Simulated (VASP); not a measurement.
## Mg2CdO3: relaxation of cell and atoms with PBE

The system is Mg2CdO3.

```
Mg Cd O
1.0
    -1.56400    2.24600    4.74300
     1.56400   -2.24600    4.74300
     1.56400    2.24600   -4.74300
Mg Cd O
2 1 3
Direct
  0.66835 0.66835 0.00000
  0.33165 0.33165 0.00000
  0.00000 0.00000 0.00000
  0.81394 0.31394 0.50000
  0.18606 0.68606 0.50000
  0.50000 0.00000 0.50000
```

The cell was built by a generator and needn't be a form met in nature.

- Program: VASP 6.6.1
- Task: relaxation of cell and atoms
- Functional: PBE
- Potentials or basis: VASP PAW PBE potentials, release 64 (Mg, Cd, O)
- Cutoff: 520 eV
- k mesh: 10 × 10 × 10
- Occupations: gaussian, width 0.03 eV
- Spin: no spin polarisation
- Further INCAR settings: ALGO = Normal; EDIFF = 1e-06; IBRION = 2; EDIFFG = -0.01; NSW = 90; ISIF = 3

```
Relaxed volume                         : 11.10 Å³/atom
Relaxed cell                           : a = 5.477 Å, b = 5.477 Å, c = 5.477 Å, α = 146.92°, β = 131.47°, γ = 59.99°
Space group after relaxing (to 0.05 Å) : Immm (No. 71)
Energy gained by relaxing              : 0.1 meV/atom
Ionic steps                            : 4
Pressure after relaxing                : 0.0 GPa
Largest force after relaxing           : 0.007 eV/Å
Band gap on the k mesh                 : 1.63 eV, indirect (least direct gap 2.28 eV)
```

Forces on the atoms (eV/Å):
```
Mg   0.000  0.000 -0.007
Mg   0.000  0.000  0.007
Cd   0.000  0.000  0.000
O    0.000  0.000  0.000
O    0.000  0.000  0.000
O    0.000  0.000  0.000
```

Step by step:
| step | energy change (eV) | largest force (eV/Å) | pressure (GPa) | volume (Å³) |
| --- | --- | --- | --- | --- |
| 1 | 0.0000 | 0.0537 | -0.20 | 66.64 |
| 2 | -0.0006 | 0.0101 | 0.11 | 66.51 |
| 3 | -0.0006 | 0.0067 | 0.18 | 66.48 |
| 4 | -0.0007 | 0.0069 | -0.03 | 66.58 |

Final structure:
```
Mg Cd O
1.0
    -1.55925    2.25056    4.74342
     1.55925   -2.25056    4.74342
     1.55925    2.25056   -4.74342
Mg Cd O
2 1 3
Direct
  0.66874 0.66874 0.00000
  0.33126 0.33126 0.00000
  0.00000 0.00000 0.00000
  0.81381 0.31381 0.50000
  0.18619 0.68619 0.50000
  0.50000 0.00000 0.50000
```

Levels at points of the mesh, in eV from the valence-band top:
```csv
k point,band 13,band 14,band 15,band 16,band 17,band 18,band 19,band 20,band 21
"(0.00, 0.00, 0.00)",-1.51,-0.99,-0.84,-0.77,-0.66,1.63,8.41,8.42,8.82
"(0.50, 0.00, 0.00)",-1.47,-1.30,-1.13,-0.63,0.00,5.18,5.31,6.34,10.17
"(0.00, 0.50, 0.00)",-2.07,-1.86,-1.82,-1.51,-0.80,5.30,6.77,8.34,9.52
"(0.50, 0.50, 0.00)",-2.28,-1.56,-1.46,-0.49,-0.25,5.31,7.44,8.02,9.24
"(0.50, 0.50, 0.50)",-1.92,-1.88,-1.15,-0.78,-0.24,3.73,5.64,7.36,9.41
```

It took 4.5 min on 4 MPI ranks on Intel(R) Xeon(R) Platinum 8488C (Sapphire Rapids), on a shared host, peak memory 0.44 GiB a rank.

A k mesh can miss the band edges.
